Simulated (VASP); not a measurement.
Data:

```
BaTiO3
1.0
    3.98494     0.00000     0.00000
    0.00000     2.86182     2.87661
    0.00000    -2.86182     2.87661
Ba Ti O
1 1 3
Direct
  0.00000   0.00365   0.00365
  0.50000   0.51894   0.51894
  0.50000   0.97806   0.49114
  0.50000   0.49114   0.97806
  0.00000   0.48809   0.48809
```

Level of theory: r2SCAN meta-GGA, VASP's PBE PAW potentials (set 64) (plane waves; VASP). Numerical set-up: 520 eV cut-off, 6×6×6 Γ-centred mesh, tetrahedra with Blöchl corrections, potentials Ba_sv Ti_sv O.

The path is coarsely sampled, so an indirect gap can come out somewhat too large. Unless said otherwise, spin-orbit coupling is left out, though it shifts the bands of the heavy elements here.

**Question.** Estimate the energy per atom (σ→0), band gap (over mesh and band path) with the smallest direct gap where there is one.

**Answer.** 
| Quantity | Value |
|---|---|
| band gap (over mesh and band path) | 2.56 eV |
| smallest direct gap (over mesh and band path) | 3.00 eV |
| energy per atom (σ→0) | -14.854 eV/atom |

Only differences to runs with the same potentials and settings are physical.

The structure comes from a computed database's BaTiO3 entry (Amm2); how it stands against other phases isn't given here. It was relaxed first.
